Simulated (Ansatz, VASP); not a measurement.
**NaOs: VASP beside Ansatz**

Aim: how closely do two programs agree when they are given the same cell, functional and k mesh? The cell is invented: As first built, before any earlier steps moved the atoms (in the runner's words): it takes the NaPt structure with some of its atoms replaced by other elements, volume scaled by an estimate. It may not be a known or stable phase. The cell is taken from a series of VASP runs on this material, whose earlier steps may have relaxed, scaled or displaced it; both programs get it as it stands. Other levels of theory on this material are compared in a session of their own.

Method: plane waves, with VASP 6.6.1 beside it; band structure at PBE, in Ansatz 0.2.0.

**1. Set-up**

The structure is orthorhombic, space group Amm2 (No. 38). The conventional cell has a = 5.239 Å, b = 2.697 Å, c = 4.666 Å, α = 90.00°, β = 90.00°, γ = 90.00°. Os has 6 Os at 2.69 to 2.70 Å nearest. Na has 6 Na at 2.69 to 2.70 Å nearest. As first built, before any earlier steps moved the atoms (in the runner's words): sites of the NaPt structure (space group 187) filled with other elements, volume scaled by an estimate. Farther neighbours are not listed.

**2. Ansatz: band structure, PBE**

Ansatz runs on its default PAW (the set named soft_2) files.

With cell and atoms fixed, the geometry can't cause a difference; cores, projectors, grids and the points listed under the comparison can.

input.yaml reads:

```yaml
crystal:
  lattice:
    - [5.238808362, 0.0, 0.0]
    - [0.0, 1.3483927934, 2.3330862073]
    - [0.0, -1.3483927934, 2.3330862073]
  atoms:
    - { symbol: Os, position: [0.5, 0.3311245757, 0.3311245757] }
    - { symbol: Na, position: [0.0, 0.6685079653, 0.6685079653] }
hamiltonian:
  xc: pbe
  pseudopotentials: { kind: paw }
kpoints:
  mp_grid: { grid: [5, 11, 11] }
  band_path:
    path:
      - [0.0, 0.0, 0.0]
      - [0.0, 0.1334, -0.1334]
      - [0.0, 0.28904, -0.28904]
      - [0.0, 0.2668, -0.3668]
      - [0.0, 0.11117, -0.4445]
      - [0.0, 0.0, -0.5]
      - [-0.23333, 0.0, -0.5]
      - [-0.46667, 0.0, -0.5]
      - [-0.5, 0.08893, -0.4556]
      - [-0.5, 0.24457, -0.3779]
      - [-0.5, 0.31127, -0.31127]
      - [-0.5, 0.15564, -0.15564]
      - [-0.5, 0.0, 0.0]
      - [-0.33333, 0.0, 0.0]
      - [-0.1, 0.0, 0.0]
      - [0.0, -0.06667, -0.06667]
      - [0.0, -0.3, -0.3]
      - [0.0, -0.5, -0.5]
      - [0.0, -0.4334, -0.5666]
      - [0.0, -0.3557, -0.6443]
      - [-0.1, -0.3335, -0.6665]
      - [-0.33333, -0.3335, -0.6665]
      - [-0.5, -0.3335, -0.6665]
      - [-0.5, -0.4112, -0.5888]
      - [-0.5, -0.4889, -0.5111]
      - [-0.36667, -0.5, -0.5]
      - [-0.13333, -0.5, -0.5]
      - [-0.5, -0.03333, -0.03333]
      - [-0.5, -0.26667, -0.26667]
      - [-0.5, -0.5, -0.5]
    npoints: 1
scf:
  occupations: { method: methfessel_paxton, width: 0.2 }
  n_extra_bands: 7
output:
  forces: true
  stress: true
  eigenvalues: true
```

On the command line:

```console
$ ansatz run input.yaml --threads 2 --pin off --max-ram 4608MiB --backend cpu --events-out ev --progress --plain --runs-dir out
```

Numbers of over 12 decimals in the logs are rounded to 6 here.

What it wrote:

```text
scf.n_extra_bands = 7 over 13 filled bands (N_el = 25.0): the run solves 20 bands
Engine: ansatz 0.2.0, aarch64-unknown-linux-gnu
Pseudopotentials: kind: paw
Pseudopotential: Os, paw, valence charge 16, recommended cutoff 420 eV (normal), Os.paw.azcp
Pseudopotential: Na, paw, valence charge 9, recommended cutoff 420 eV (normal), Na.paw.azcp
Functional definition: PBE
  parameter kappa = 0.804
  parameter beta = 0.066725
  exchange = pbe_x(kappa = kappa, mu = beta*pi^2/3)
  correlation = pbe_c(beta = beta)
Crystal: 2 atoms, lattice volume = 32.962 Å³
Basis set: ecut = 420 eV, 659 PW (Γ), exchange–correlation on 72×40×40 points (8 copies of the dense FFT grid, shifted against one another)
Bands: 20, of which v1, the nominal top of the filled ones, is band 13 counted from 1 (12 counted from 0)
Symmetry: 4 space group operations
Space group: Amm2 (ITA 38), of the structure as read, at distance tolerance 3.2e-5 Å
k-points: 108 of 605 (time reversal used)
Non-local potential: Os, projectors of the file, l = 0: 3, l = 1: 2, l = 2: 2, l = 3: 1
Non-local potential: Na, projectors of the file, l = 0: 3, l = 1: 2, l = 2: 1
PAW form: soft (Blöchl's): semilocal exchange-correlation on the pseudo side does not see the compensation charge
PAW one-centre angular grid: Os, 590 points (default); XC on 64 Gauss nodes
PAW one-centre angular grid: Na, 110 points (default); XC on 64 Gauss nodes
Initial density: superposition of atomic densities (neutral atoms: chi_scale 0, normalization atom), corrected by the library's trained network
Initial wavefunctions: pseudopotential atomic-orbital guess
Functional: x = pbe(κ = 0.804, μ = 0.219515), c = pbe(β = 0.066725)
SCF iter   1: F=—  HF=-12869.529782 eV  |F-HF|=—  |Δ(HF+E_count)|=         —  Δρ=6.79e-3  dr2=7.11e-3  ethr=1.77e-3  ⟨swp⟩=4.4  Hψ=8638  notcnv=0  defer=9
preconditioner: auto → none  [metal: Δε(μ)=0.009 eV  Ē_g=19.972 eV  σ=0.200 eV  W_gap=0.04  n_scr=4 (ndim 8)  ℏωp=25.0 eV  f_vac=0.000  D(μ)=1.23/eV (n_scr^D=4)  sad-step TF]
SCF iter   2: F=—  HF=-12869.529537 eV  |F-HF|=—  |Δ(HF+E_count)|=   2.45e-4  S|Δr|=    0.00e0  Δρ=3.75e-3  dr2=2.65e-3  ethr=2.85e-5  ⟨swp⟩=1.3  Hψ=3094  notcnv=0  defer=9
SCF iter   3: F=—  HF=-12869.529226 eV  |F-HF|=—  |Δ(HF+E_count)|=   3.11e-4  S|Δr|=    0.00e0  Δρ=2.61e-4  dr2=2.18e-5  ethr=1.06e-5  ⟨swp⟩=2.0  Hψ=2265  notcnv=0  defer=9
SCF iter   4: F=—  HF=-12869.529238 eV  |F-HF|=—  |Δ(HF+E_count)|=   1.17e-5  S|Δr|=    0.00e0  Δρ=6.83e-5  dr2=7.22e-7  ethr=8.71e-8  ⟨swp⟩=2.1  Hψ=2441  notcnv=0  defer=9
SCF iter   5: F=-12869.529238 eV  HF=-12869.529238 eV  |F-HF|=1.93e-8  |Δ(HF+E_count)|=   3.53e-8  S|Δr|=    0.00e0  Δρ=1.30e-5  dr2=3.82e-8  ethr=4.00e-10  ⟨swp⟩=7.2  Hψ=9637  notcnv=0
SCF 1 converged in 5 iterations: F = -12869.529238 eV  dr2 = 3.82e-8
  greatest PAW one-centre occupation: 1.000 electrons in one spin orbital (limit 2), on the Os atom at site 0 (counted from 0), in its partial waves of l = 0
NSCF: frozen V_eff on 30 k-points
SCF converged after 5 iterations
Stability not checked: this state was not tested for a lower state beside it, because cold or Methfessel-Paxton smearing, or corrected tetrahedra, fill the levels in a way that the test cannot read (fill_not_monotonic; see scf.lower_state_search)
Free energy (F): -12869.529238 eV
Harris-Foulkes:  -12869.529238 eV  (|F-HF|=1.93e-8)
Internal energy: -12869.531247 eV  (E = F + TS)
E sigma→0 (E₀):  -12869.529740 eV
Entropy (-TS):   0.002009 eV (1.005 meV/atom)
Fermi energy:    13.700878 eV
--- Per-component energies (eV) ---
  E_band       = -379.196627
  E_kinetic    = 680.786556
  E_local      = -2407.203929  (includes V_loc(G=0)·N_el)
  E_nonlocal   = 114.109558
  E_hartree    = 907.164281
  E_xc         = -304.774553
  E_vxc        = -332.880157  (∫ρ·V_xc dr)
  E_paw        = -9274.426672  (= ΣΔE_a)
  E_vpaw       = -248.335041  (= ΣTr[D̂ρ^β])
  E_aug_tail   = -0.000119  (compensation charges beyond the density's cutoff)
  E_ewald      = -2585.186370
  E_smearing   = 0.002009  (= −TS)
  E_closure    = -0.000000  (closes the sum)
  Σ components = -12869.529238   (vs F -12869.529238, Δ=0.00e0)
--- Forces (eV/Å), atoms counted from 1 ---
  atom   1  Os     0.00000000     0.00000000     0.00867085
  atom   2  Na     0.00000000     0.00000000    -0.00867195
  max |Σ_I F_I| component: 1.10e-6 eV/Å
--- Stress (GPa, compression-positive) ---
        0.380127       0.000000       0.000000
        0.000000       0.504892       0.000000
        0.000000       0.000000       0.523786
  P = ⅓ Tr σ = 0.4696 GPa (4.696 kbar)
--- Band table (eV; the first three rows and the last of 108) ---
  k-point 0: bands = [... 9 lower, 9.4599, 11.8728, 11.8952, 13.2438, 14.9819, 14.9892, 16.9526, 28.3292, ... 3 higher]
  k-point 1: bands = [... 9 lower, 9.6625, 11.6328, 12.1866, 12.6990, 14.8967, 15.5002, 17.1084, 28.7223, ... 3 higher]
  k-point 2: bands = [... 9 lower, 10.1503, 11.2397, 11.7675, 13.0416, 14.6614, 16.4073, 17.5575, 26.7148, ... 3 higher]
  k-point 107: bands = [... 9 lower, 9.8468, 12.7130, 13.5120, 14.4335, 16.9861, 17.9325, 20.2842, 21.1552, ... 3 higher]
```

Run time: 6.5 s. Hardware: 2 threads of Arm Neoverse N1, shared host; peak memory 0.36 GiB.

Reading the cycles: dr2 is the Hartree energy of the density residual (eV), the measure of convergence; HF is the Harris–Foulkes estimate of the energy, which meets the free energy F at convergence.

**3. VASP: band structure, PBE**

The same cell, functional, mesh and smearing now go to VASP, with its own data sets and cutoff.

Lines of VASP's logs that name or quote its potential files are left out, and so is its time.

INCAR reads:

```
SYSTEM = NaOs
PREC = Accurate
ENCUT = 400
EDIFF = 1E-06
NELM = 100
ISMEAR = 1
SIGMA = 0.2
LREAL = .FALSE.
ALGO = Normal
GGA = PE
NBANDS = 19
LORBIT = 11
LWAVE = .FALSE.
LCHARG = .FALSE.
```

POSCAR reads:

```
NaOs
1.0
    5.2388083620      0.0000000000      0.0000000000
    0.0000000000      1.3483927934      2.3330862073
    0.0000000000     -1.3483927934      2.3330862073
Os Na
1 1
Direct
    0.5000000000      0.3311245757      0.3311245757
    0.0000000000      0.6685079653      0.6685079653
```

KPOINTS reads:

```
Automatic mesh
0
Gamma
5 11 11
0 0 0
```

KPOINTS_OPT reads:

```
Line mode
16
Line-mode
Reciprocal
  0.00000000   0.00000000   0.00000000 GAMMA
  0.00000000   0.33350477  -0.33350477 X

  0.00000000   0.33350477  -0.33350477 X
  0.00000000   0.00000000  -0.50000000 S

  0.00000000   0.00000000  -0.50000000 S
 -0.50000000   0.00000000  -0.50000000 R

 -0.50000000   0.00000000  -0.50000000 R
 -0.50000000   0.33350477  -0.33350477 A

 -0.50000000   0.33350477  -0.33350477 A
 -0.50000000   0.00000000   0.00000000 Z

 -0.50000000   0.00000000   0.00000000 Z
  0.00000000   0.00000000   0.00000000 GAMMA

  0.00000000   0.00000000   0.00000000 GAMMA
  0.00000000  -0.50000000  -0.50000000 Y

  0.00000000  -0.50000000  -0.50000000 Y
  0.00000000  -0.33350477  -0.66649523 X1

  0.00000000  -0.33350477  -0.66649523 X1
 -0.50000000  -0.33350477  -0.66649523 A1

 -0.50000000  -0.33350477  -0.66649523 A1
 -0.50000000  -0.50000000  -0.50000000 T

 -0.50000000  -0.50000000  -0.50000000 T
  0.00000000  -0.50000000  -0.50000000 Y

 -0.50000000   0.00000000   0.00000000 Z
 -0.50000000  -0.50000000  -0.50000000 T
```

Potentials, in the order of the species: Os and Na_pv (PBE family, release 64).

On the command line:

```console
$ mpirun -np 1 vasp_std
```

What it wrote:

```text
[banner, memory and clock lines left out]
running    1 mpi-ranks, on    1 nodes
 distrk:  each k-point on    1 cores,    1 groups
 distr:  one band on    1 cores,    1 groups

 POSCAR found type information on POSCAR OsNa
 POSCAR found :  2 types and       2 ions
 LDA part: xc-table for (Slater+PW92), standard interpolation
 POSCAR, INCAR and KPOINTS ok, starting setup
 FFT: planning ... GRIDC
 FFT: planning ... GRID_SOFT
 FFT: planning ... GRID
 WAVECAR not read
 entering main loop
       N       E                     dE             d eps       ncg     rms          rms(c)
DAV:   1     0.972700120507E+02    0.97270E+02   -0.59061E+03  4175   0.742E+02
DAV:   2    -0.662844364170E+01   -0.10390E+03   -0.91703E+02  4171   0.245E+02
DAV:   3    -0.118433254528E+02   -0.52149E+01   -0.51172E+01  4933   0.538E+01
DAV:   4    -0.118906568792E+02   -0.47331E-01   -0.47301E-01  4721   0.505E+00
DAV:   5    -0.118909992534E+02   -0.34237E-03   -0.34237E-03  4682   0.438E-01    0.103E+01
DAV:   6    -0.112893312910E+02    0.60167E+00   -0.38830E-01  5715   0.487E+00    0.360E+00
DAV:   7    -0.111676286621E+02    0.12170E+00   -0.96691E-02  4796   0.221E+00    0.131E+00
DAV:   8    -0.111416270768E+02    0.26002E-01   -0.15279E-02  5037   0.107E+00    0.160E-01
DAV:   9    -0.111417415952E+02   -0.11452E-03   -0.11809E-03  4633   0.312E-01    0.674E-02
DAV:  10    -0.111417738017E+02   -0.32207E-04   -0.75104E-05  4754   0.813E-02    0.158E-02
DAV:  11    -0.111417741870E+02   -0.38528E-06   -0.78300E-06  5089   0.359E-02
   1 F= -.11141774E+02 E0= -.11142417E+02  d E =0.192843E-02
 Start KPOINTS_OPT (optional k-point list driver)
k-point batch [1-108\192]
       N       E                     dE             ncg
DAV:   1     0.982407239749E+03   -0.42536E+05     4151
DAV:   2    -0.101140431827E+05   -0.11096E+05     4134
DAV:   3    -0.107003611920E+05   -0.58632E+03     5021
DAV:   4    -0.107055828553E+05   -0.52217E+01     4804
DAV:   5    -0.107056251318E+05   -0.42277E-01     4748
DAV:   6    -0.107056258125E+05   -0.68061E-03     4917
DAV:   7    -0.107056258262E+05   -0.13769E-04     4558
DAV:   8    -0.107056258268E+05   -0.61807E-06     3623
k-point batch [109-192\192]
       N       E                     dE             ncg
DAV:   1     0.411468298264E+04   -0.45981E+05     3252
DAV:   2    -0.459849987752E+04   -0.87132E+04     3249
DAV:   3    -0.508118253925E+04   -0.48268E+03     3668
DAV:   4    -0.508551579961E+04   -0.43333E+01     3691
DAV:   5    -0.508555109990E+04   -0.35300E-01     3595
DAV:   6    -0.508555164939E+04   -0.54949E-03     3811
DAV:   7    -0.508555165972E+04   -0.10335E-04     3495
DAV:   8    -0.508555166016E+04   -0.44053E-06     2671
```

From OUTCAR (step 3):

```text
ion  position               nearest neighbor table
   1  0.500  0.331  0.331-   2 3.04   2 3.04   2 3.04   2 3.04   2 3.06   2 3.06
   2  0.000  0.669  0.669-   1 3.04   1 3.04   1 3.04   1 3.04   1 3.06   1 3.06

  LATTYP: Found a base centered orthorhombic cell.
 ALAT       =     2.6967855868
 B/A-ratio  =     1.7302719346
 C/A-ratio  =     1.9426121185

 Subroutine GETGRP returns: Found  4 space group operations
 (whereof  4 operations were pure point group operations)

The static configuration has the point symmetry C_2v.

 Found    108 irreducible k-points:

   k-points           NKPTS =    108   k-points in BZ     NKDIM =    108   number of bands    NBANDS=     19

   dimension x,y,z NGX =    36 NGY =   18 NGZ =   18
   dimension x,y,z NGXF=    72 NGYF=   36 NGZF=   36

   ENCUT  =  400.0 eV  29.40 Ry    5.42 a.u.   8.54  4.39  4.39*2*pi/ulx,y,z

   NELECT =      15.0000    total number of electrons

 k-points in reciprocal lattice and weights: Automatic mesh
   0.00000000  0.00000000  0.00000000       0.002
   0.20000000  0.00000000  0.00000000       0.003
   0.40000000  0.00000000  0.00000000       0.003
   0.00000000  0.09090909  0.00000000       0.007
   0.20000000  0.09090909  0.00000000       0.013
   0.40000000  0.09090909  0.00000000       0.013
   0.00000000  0.18181818 -0.00000000       0.007
   0.20000000  0.18181818 -0.00000000       0.013
   0.40000000  0.18181818 -0.00000000       0.013
[...]
0.20000000 -0.45454545  0.45454545       0.007
   0.40000000 -0.45454545  0.45454545       0.007

 average (electrostatic) potential at core
       1 -47.0358       2 -45.3725

 E-fermi :   5.0517

 k-point     1 :       0.0000    0.0000    0.0000
  band No.  band energies     occupation
    ...
      4      -2.8600      2.00000
      5       0.8393      2.00000
      6       3.2333      2.00000
      7       3.2557      2.00000
      8       4.6385      2.01285
      9       6.3164     -0.00000
     10       6.3236     -0.00000
     11       8.3070     -0.00000
     12      20.0077      0.00000
     13      21.0573      0.00000
    ...

 k-point     2 :       0.2000    0.0000    0.0000
  band No.  band energies     occupation
    ...
      4      -2.7631      2.00000
      5       0.9655      2.00000
      6       3.2329      2.00000
      7       3.2553      2.00000
      8       3.7469      2.00000
      9       6.3150     -0.00000
     10       6.3218     -0.00000
     11       9.4150      0.00000
     12      18.6278      0.00000
     13      21.1305      0.00000
    ...

 k-point     3 :       0.4000    0.0000    0.0000
  band No.  band energies     occupation
    ...
      4      -2.5959      2.00000
      5       1.4002      2.00000
      6       2.4421      2.00000
      7       3.2323      2.00000
      8       3.2546      2.00000
      9       6.3125     -0.00000
     10       6.3189     -0.00000
     11      11.0890      0.00000
     12      16.8101      0.00000
     13      21.2129      0.00000
    ...

  Total       -0.0177085     -0.0036843     -0.0012803      0.0000000      0.0000000      0.0000000
  in kB       -0.8607593     -0.1790834     -0.0622324      0.0000000      0.0000000      0.0000000
  external PRESSURE =      -0.3673584 kB  Pullay stress =       0.0000000 kB

  energy-cutoff  :      400.00
  volume of cell :       32.96
      direct lattice vectors                 reciprocal lattice vectors
     5.238808362  0.000000000  0.000000000     0.190883104  0.000000000  0.000000000
     0.000000000  1.348392793  2.333086207     0.000000000  0.370811831  0.214308412
     0.000000000 -1.348392793  2.333086207     0.000000000 -0.370811831  0.214308412

 POSITION                                       TOTAL-FORCE (eV/Angst)
 -----------------------------------------------------------------------------------
      2.61940      0.00000      1.54508         0.000000      0.000000      0.008997
      0.00000      0.00000      3.11937         0.000000      0.000000     -0.008997
 -----------------------------------------------------------------------------------
    total drift:                                0.000000      0.000000     -0.000623

  FREE ENERGIE OF THE ION-ELECTRON SYSTEM (eV)
  ---------------------------------------------------
  free  energy   TOTEN  =       -11.1417741870 eV

  energy  without entropy=      -11.1437026204  energy(sigma->0) =      -11.14241700

 total charge
# of ion       s       p       d       tot
------------------------------------------
    1        0.695   0.557   5.877   7.129
    2        0.121   6.018   0.000   6.139
--------------------------------------------------
tot          0.816   6.575   5.877  13.268

[... 3 further parts left out ...]
```

The run ends at a pressure of -0.04 GPa, with forces up to 0.0090 eV/Å.

**4. Comparison**

Known differences besides the potentials themselves: the data sets hold 25 valence electrons in Ansatz (default PAW (the set named soft_2) files) and 15 in VASP; the cutoff is 420 eV in Ansatz and 400 eV in VASP; VASP leaves aspherical gradient terms in its spheres out (LASPH is not set), Ansatz keeps them. Total energies have different zeros and are not compared.

Compared:

```tsv
quantity	Ansatz	VASP	difference
pressure (GPa)	0.47	-0.04	+0.51
```

Levels from 3 eV below to 2 eV above the Fermi level differ by 21 meV r.m.s. and 44 meV at most; each VASP level is matched to the nearest of Ansatz, which flatters the figure a little.

**5. Results**

| Item | Value |
| --- | --- |
| r.m.s. difference of levels near the Fermi level (band structure, PBE) | 21 meV |
| difference in pressure (band structure, PBE) | 0.51 GPa |

The difference in pressure is 0.51 GPa (band structure, PBE), within the 1 GPa picked in this series as the mark of a large difference. 4 further runs of this series are not shown here. Such differences can come from data sets, numerical settings and the points named under the comparisons, not from the functional's error against experiment.

[Lines on the potential files, build, host, timing and source positions are cut from VASP's logs without a mark.]

[Logs are printed without paths, hosts, clocks, repeated set-up lines and the standing remarks that a program may print on its own settings, such as how far it seeks lower states.]

[Hosts, paths, dates, database ids (printed as entryN), source tags and the programs' standing remarks are cut or masked in the printed files.]
